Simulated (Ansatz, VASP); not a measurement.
HgPd: VASP beside Ansatz

```
Hg Pd
1.0
     3.02995    0.00000    0.00000
     0.00000    3.16630    0.00000
     0.00000    0.00000    3.69200
Hg Pd
1 1
Cartesian
  0.0000 0.0000 0.0000
  1.5150 1.5832 1.8460
```

Change from the starting cell: strain +0.0450 x Voigt [0, 1, 0, 0, 0, 0], atoms carried along.

Alike in both runs: task single point; functional LDA; k mesh 16 × 16 × 14; occupations gaussian, width 0.15 eV; no spin polarisation.

```csv
,VASP,Ansatz
version,VASP 6.6.1,Ansatz 0.2.0
potentials or method,"VASP PAW LDA potentials, release 64 (Hg, Pd)","scalar-relativistic, plane waves, PAW"
plane-wave cutoff (eV),520,420
valence electrons in the cell,22,38
```

VASP gave:

```
gap on the k mesh at the Fermi level (eV)       : none
pressure (GPa)                                  : -8.6
largest component of the traceless stress (GPa) : 0.85
```

Question: Which values does Ansatz return?

Answer: gap on the k mesh at the Fermi level (eV): none; pressure (GPa): -9.9; largest component of the traceless stress (GPa): 0.77.

A gap of «none» marks a metal or a gap that the smearing closes. The two sets of potentials don't hold the same shells in valence.

The runs have no spin-orbit coupling, so splittings on Hg are missing.
